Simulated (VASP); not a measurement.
# PbO (Litharge): the relaxed cell at several levels

Which functional gives the lattice of PbO (Litharge) as experiment finds it, and is a dearer one worth its cost? The levels: PBE, LDA, r2SCAN and PBE + D3(BJ). LASPH is on for some levels and off for others; the table marks which. The start is a cell from a database of measured crystal structures.

Main program and level: VASP 6.6.1; PBE; plane waves and PAW (Pb_d, O), in the first sound run; inputs show where later runs differ.

Most raw output is cut from this account.

### Step 1. The structure

Before any relaxation, the start is as follows. Symmetry: P4/nmm, No. 129, tetragonal system. The conventional cell has a = 3.978 Å, b = 3.978 Å, c = 5.026 Å, α = 90.00°, β = 90.00°, γ = 90.00°. Pb has 4 O at 2.31 Å nearest. Nearest to O lie 4 Pb at 2.31 Å. Farther neighbours and most contacts between anions are not listed.

Coordinates:

```cif
data_structure
_symmetry_space_group_name_H-M 'P4/nmm:1'
_symmetry_Int_Tables_number 129
_cell_length_a 3.9777
_cell_length_b 3.9777
_cell_length_c 5.0259
_cell_angle_alpha 90.000
_cell_angle_beta 90.000
_cell_angle_gamma 90.000
_cell_volume 79.52
loop_
_atom_site_label
_atom_site_type_symbol
_atom_site_symmetry_multiplicity
_atom_site_Wyckoff_symbol
_atom_site_fract_x
_atom_site_fract_y
_atom_site_fract_z
_atom_site_occupancy
Pb1 Pb 2 c 0.00000 0.50000 0.76550 1
O1 O 2 a 0.50000 0.50000 0.00000 1
```

### Step 2. Relaxation with PBE

The start need not lie at this functional's minimum. ISIF = 3 frees volume, shape and positions, and EDIFFG sets the threshold on forces and stress at which the search stops. PBE, the usual starting point, adds the gradient of the density.

Contents of INCAR:

```
SYSTEM = PbO
PREC = Accurate
ENCUT = 560
EDIFF = 1E-06
NELM = 100
ISMEAR = -1
SIGMA = 0.05
LREAL = .FALSE.
ALGO = Normal
GGA = PE
NBANDS = 26
LORBIT = 11
LWAVE = .FALSE.
LCHARG = .FALSE.
KPAR = 2
IBRION = 2
NSW = 60
ISIF = 3
EDIFFG = -0.01
```

Contents of POSCAR:

```
PbO
1.0
    3.9776877762      0.0000000000      0.0000000000
    0.0000000000      3.9776877762      0.0000000000
    0.0000000000      0.0000000000      5.0259000000
Pb O
2 2
Direct
    0.0000000000      0.5000000000      0.7655000000
    0.5000000000      0.0000000000      0.2345000000
    0.5000000000      0.5000000000      0.0000000000
    0.0000000000      0.0000000000      0.0000000000
```

Contents of KPOINTS:

```
Automatic mesh
0
Gamma
6 6 5
0 0 0
```

Potentials, in the order of the species: Pb_d and O (PBE family, release 64).

Launch:

```sh
$ mpirun -np 2 vasp_std
```

Wall time 6.4 min (2 MPI ranks of Intel Xeon Platinum 8259CL at 2.50GHz (Skylake/Cascade Lake), shared host); peak memory 0.45 GiB.

The gap is read on the k-mesh alone, so it is an upper bound where the band edges lie off the mesh. The bonds form layers, held to each other by dispersion, which PBE lacks, so the spacing between them is unreliable. After so large a change of volume the plane waves of the start cell no longer fit, so the final stress carries a basis-set error. The run keeps the 16 symmetry operations of its start, so it cannot find a distortion of lower symmetry.

Step by step:

```
step  energy less that of the first step (eV)  largest force (eV/Å)  pressure (GPa)  volume (Å³)
   1                                   0.0000                0.5127            4.89        79.52
   2                                  -0.0175                0.9100           -2.95        86.71
   3                                  -0.0614                0.3012            0.29        83.27
   4                                  -0.0688                0.2106            0.23        83.99
   5                                  -0.0751                0.0362            0.05        85.47
   6                                  -0.0782                0.0177            0.13        85.81
   7                                  -0.0851                0.0415            0.38        86.81
   8                                  -0.0882                0.1730            0.98        88.75
   9                                  -0.0893                0.1391            0.83        89.10
  10                                  -0.0907                0.0766            0.54        89.74
  11                                  -0.0907                0.0482           -0.01        91.04
  12                                  -0.0912                0.0132            0.27        90.40
  13                                  -0.0912                0.0095            0.24        90.45
  14                                  -0.0914                0.0053            0.21        90.44
  15                                  -0.0918                0.0031            0.11        90.43
  16                                  -0.0921                0.0186           -0.08        90.39
  17                                  -0.0921                0.0149           -0.04        90.40
  18                                  -0.0921                0.0147           -0.04        90.40
  19                                  -0.0921                0.0052           -0.01        90.37
```

```
conventional cell, symmetrised  before  after   change
                         a (Å)   3.978  4.059   +2.0 %
                         b (Å)   3.978  4.059   +2.0 %
                         c (Å)   5.026  5.486   +9.2 %
              volume (Å³/atom)   19.88  22.59  +13.6 %
```

The atoms that moved most (Å, as changes of fractional coordinates times the final cell):

| atom | dx | dy | dz | length |
| --- | --- | --- | --- | --- |
| Pb1 | 0.000 | 0.000 | 0.096 | 0.096 |
| Pb2 | 0.000 | 0.000 | -0.096 | 0.096 |

The relaxed structure:

```
Pb O
1.0
     4.05864    0.00000    0.00000
     0.00000    4.05864    0.00000
     0.00000    0.00000    5.48588
Pb O
2 2
Direct
  0.00000 0.50000 0.78292
  0.50000 0.00000 0.21708
  0.50000 0.50000 0.00000
  0.00000 0.00000 0.00000
```

This step gave:

```
electrons                       : 40
bands                           : 26
irreducible k-points            : 30
symmetry operations             : 16
free energy (TOTEN)             : -21.51 eV
Fermi energy                    : 4.752 eV
pressure                        : -0.01316 GPa
metallic                        : no
valence top at k                : 0, 0, 0
conduction bottom at k          : 0.5, 0.5, 0
least direct gap at k           : 0, 0, 0
SCF cycles over all ionic steps : 145
gap on the k-mesh               : 1.713 eV
least direct gap on the k-mesh  : 1.957 eV
```

It ends with a largest force of 0.005 eV/Å and a pressure of -0.01 GPa. The volume lies +13.6 % from that of the database's start. That is far more than a functional's usual error. The conventional cell has a = 4.059 and c = 5.486 Å.

### Step 3. Relaxation with LDA

This step: LDA; plane waves and PAW (Pb_d, O) (VASP 6.6.1).

LDA, the lowest rung, knows the local density alone.

INCAR, as its differences from that of step 2:

```diff
@@ -9,3 +9,3 @@
 ALGO = Normal
-GGA = PE
+GGA = CA
 NBANDS = 26
```

POSCAR is that of step 2.

KPOINTS is that of step 2.

Launch:

```sh
$ mpirun -np 2 vasp_std
```

Wall time 4.4 min (2 MPI ranks); peak memory 0.42 GiB.

The PAW data sets were made with PBE, though LDA sets exist; this is a small mismatch.

Relaxation path:

```csv
step,energy less that of the first step (eV),largest force (eV/Å),pressure (GPa),volume (Å³)
1,0.0000,0.0545,-1.49,79.52
2,-0.0028,0.3622,1.09,77.41
3,-0.0062,0.1826,-0.02,78.28
4,-0.0086,0.1108,-0.04,77.91
5,-0.0096,0.0495,-0.03,77.60
6,-0.0086,0.0766,-0.03,76.99
7,-0.0097,0.0193,-0.03,77.45
8,-0.0104,0.0109,-0.09,77.32
9,-0.0119,0.0116,-0.18,76.93
10,-0.0127,0.0547,-0.34,76.14
11,-0.0128,0.0408,-0.30,76.37
12,-0.0129,0.0403,0.18,75.90
13,-0.0130,0.0056,-0.03,76.10
```

```csv
"conventional cell, symmetrised",before,after,change
a (Å),3.978,3.950,-0.7 %
b (Å),3.978,3.950,-0.7 %
c (Å),5.026,4.878,-2.9 %
volume (Å³/atom),19.88,19.03,-4.3 %
```

The atoms that moved most (Å, as changes of fractional coordinates times the final cell):

```csv
atom,dx,dy,dz,length
Pb2,0.000,0.000,0.037,0.037
Pb1,0.000,0.000,-0.037,0.037
```

Final coordinates:

```
Pb O
1.0
     3.94977    0.00000    0.00000
     0.00000    3.94977    0.00000
     0.00000    0.00000    4.87822
Pb O
2 2
Direct
  0.00000 0.50000 0.75790
  0.50000 0.00000 0.24210
  0.50000 0.50000 0.00000
  0.00000 0.00000 0.00000
```

Numbers from this step:

- free energy (TOTEN): -24.51 eV
- Fermi energy: 5.765 eV
- pressure: -0.03415 GPa
- valence top at k: 0.1667, 0, 0
- least direct gap at k: 0.5, 0.5, 0
- SCF cycles over all ionic steps: 99
- gap on the k-mesh: 1.035 eV
- least direct gap on the k-mesh: 2.154 eV

It ends at 19.03 Å³/atom, -4.3 % from the start, with -0.03 GPa left. The conventional cell has a = 3.950 and c = 4.878 Å.

### Step 4. Relaxation with r2SCAN

This step: r2SCAN; plane waves and PAW (Pb_d, O) (VASP 6.6.1).

r2SCAN adds the kinetic-energy density, costs more than a GGA and is run with LASPH.

INCAR, as its differences from that of step 3:

```diff
@@ -9,3 +9,4 @@
 ALGO = Normal
-GGA = CA
+METAGGA = R2SCAN
+LASPH = .TRUE.
 NBANDS = 26
```

POSCAR is that of step 3.

KPOINTS is that of step 3.

Launch:

```sh
$ mpirun -np 2 vasp_std
```

Run time: 16 min. Hardware: 2 MPI ranks; peak memory 0.48 GiB.

The bonds form layers, held to each other by dispersion, which r2SCAN holds only at short range, so the spacing between them may come out too wide. The PAW data sets were made with PBE, which is usual practice but a small mismatch for other functionals.

Step by step:

```
step  energy less that of the first step (eV)  largest force (eV/Å)  pressure (GPa)  volume (Å³)
   1                                   0.0000                0.2107            2.03        79.52
   2                                   0.0001                0.4586           -1.62        82.46
   3                                  -0.0100                0.1289            0.15        80.96
   4                                  -0.0114                0.0936            0.12        81.27
   5                                  -0.0132                0.0100            0.01        82.20
   6                                  -0.0147                0.0049           -0.02        82.52
   7                                  -0.0175                0.0092           -0.04        83.48
   8                                  -0.0163                0.0340           -0.01        85.37
   9                                  -0.0181                0.0128           -0.02        84.16
  10                                  -0.0180                0.0351            0.16        84.11
  11                                  -0.0181                0.0018            0.04        84.15
```

```csv
"conventional cell, symmetrised",before,after,change
a (Å),3.978,3.997,+0.5 %
b (Å),3.978,3.997,+0.5 %
c (Å),5.026,5.267,+4.8 %
volume (Å³/atom),19.88,21.04,+5.8 %
```

The atoms that moved most (Å, as changes of fractional coordinates times the final cell):

| atom | dx | dy | dz | length |
| --- | --- | --- | --- | --- |
| Pb1 | 0.000 | 0.000 | 0.045 | 0.045 |
| Pb2 | 0.000 | 0.000 | -0.045 | 0.045 |

The relaxed structure:

```xyz
4
Lattice="3.9971 0.0000 0.0000 0.0000 3.9971 0.0000 0.0000 0.0000 5.2667" Properties=species:S:1:pos:R:3 pbc="T T T"
Pb    0.0000    1.9986    4.0771
Pb    1.9986    0.0000    1.1896
O     1.9986    1.9986    0.0000
O     0.0000    0.0000    0.0000
```

It ends at 21.04 Å³/atom, +5.8 % from the start, with 0.04 GPa left. The conventional cell has a = 3.997 and c = 5.267 Å.

### Step 5. Relaxation with PBE + D3(BJ)

This step: PBE with D3(BJ); plane waves and PAW (Pb_d, O) (VASP 6.6.1).

A dispersion term adds the long-range attraction that semilocal functionals lack. D3 with Becke-Johnson damping keeps a finite attraction at short range.

INCAR, as its differences from that of step 4:

```diff
@@ -9,4 +9,4 @@
 ALGO = Normal
-METAGGA = R2SCAN
-LASPH = .TRUE.
+GGA = PE
+IVDW = 12
 NBANDS = 26
```

POSCAR is that of step 4.

KPOINTS is that of step 4.

Launch:

```sh
$ mpirun -np 2 vasp_std
```

Elapsed: 5.2 min, on 2 MPI ranks; peak memory 0.47 GiB; 10 min of CPU time.

Relaxation path:

```csv
step,energy less that of the first step (eV),largest force (eV/Å),pressure (GPa),volume (Å³)
1,0.0000,0.5270,2.97,79.52
2,-0.0023,0.5397,-2.49,83.84
3,-0.0264,0.0380,0.01,81.67
4,-0.0263,0.0288,0.05,81.63
5,-0.0271,0.0041,0.05,81.69
6,-0.0276,0.0422,0.01,81.82
7,-0.0278,0.0081,-0.16,81.85
8,-0.0278,0.0005,-0.21,81.85
9,-0.0278,0.0032,-0.21,81.80
10,-0.0280,0.0093,-0.21,81.66
11,-0.0283,0.0205,-0.18,81.37
12,-0.0284,0.0437,-0.12,80.79
13,-0.0284,0.0326,-0.15,81.04
14,-0.0285,0.0121,0.06,80.87
15,-0.0285,0.0017,0.03,80.92
```

```csv
"conventional cell, symmetrised",before,after,change
a (Å),3.978,4.035,+1.5 %
b (Å),3.978,4.035,+1.5 %
c (Å),5.026,4.969,-1.1 %
volume (Å³/atom),19.88,20.23,+1.8 %
```

The atoms that moved most (Å, as changes of fractional coordinates times the final cell):

| atom | dx | dy | dz | length |
| --- | --- | --- | --- | --- |
| Pb2 | 0.000 | 0.000 | 0.023 | 0.023 |
| Pb1 | 0.000 | 0.000 | -0.023 | 0.023 |

The relaxed structure:

```xyz
4
Lattice="4.0354 0.0000 0.0000 0.0000 4.0354 0.0000 0.0000 0.0000 4.9694" Properties=species:S:1:pos:R:3 pbc="T T T"
Pb    0.0000    2.0177    3.7809
Pb    2.0177    0.0000    1.1885
O     2.0177    2.0177    0.0000
O     0.0000    0.0000    0.0000
```

It ends at 20.23 Å³/atom, +1.8 % from the start, with 0.03 GPa left. The conventional cell has a = 4.035 and c = 4.969 Å. Against plain PBE, the dispersion term moves a by -0.6 % and c by -9.4 %.

### Step 6. The cells as a table

This step: relaxed cells at several levels; plane waves and PAW (VASP 6.6.1).

Derived from the runs above.

Lengths are those of the conventional cell; cost is the wall time of each run, as given at its step, times its ranks, without the set-up around it; LASPH differs between rows, which moves results and costs too. Results by level, by row:

```
       level  volume (Å³/atom)  change from the start (%)  a (Å)  c (Å)  cost (core minutes)  LASPH
         PBE             22.59                       13.6  4.059  5.486                 12.8    off
         LDA             19.03                       -4.3   3.95  4.878                  8.8    off
      r2SCAN             21.04                        5.8  3.997  5.267                   31     on
PBE + D3(BJ)             20.23                        1.8  4.035  4.969                 10.4    off
```

### Step 7. Results

| Item | Value |
| --- | --- |
| volume, PBE | 22.59 Å³/atom |
| volume, LDA | 19.03 Å³/atom |
| volume, r2SCAN | 21.04 Å³/atom |
| volume, PBE + D3(BJ) | 20.23 Å³/atom |

For PbO (Litharge) the levels give volumes between 19.03 Å³/atom (LDA) and 22.59 Å³/atom (PBE), a spread of 18.7 %, while the cost of the finished runs spans a factor of 3.5. Against the volume of the start, a cell from experiment, PBE + D3(BJ) comes nearest (+1.8 %) and PBE lies farthest (+13.6 %); thermal expansion is in that cell alone. Within 2 % of it: PBE + D3(BJ). The costs hold the number of ionic steps as well as the price of the functional. Against the listed lengths the levels give a from -0.7 % to +2.0 % and c from -2.9 % to +9.2 %. Adding D3(BJ) to PBE changes the volume by -10.4 % (a by -0.6 % and c by -9.4 %). The bonds form layers, and the correction acts mostly on one axis: the spacing that dispersion holds. Within 0.02 Å all end in space group P4/nmm; the runs can't lower the symmetry of the start. Spin-orbit coupling is left out. LASPH is on for some levels and off for others, so differences between them are not the functional's alone. Each is a single relaxation on the plane waves of the start cell, so larger changes of volume carry a basis-set error that was not tested here. Zero-point and thermal expansion are not included.

[Lines on the potential files, build, host, timing and source positions are cut from VASP's logs without a mark.]

[Logs are printed without paths, hosts, clocks, repeated set-up lines and the standing remarks that a program may print on its own settings, such as how far it seeks lower states.]

[Hosts, paths, dates, database ids (printed as entryN), source tags and the programs' standing remarks are cut or masked in the printed files.]

[A measured line is paired with the nearest computed mode of its activity, which favours agreement.]
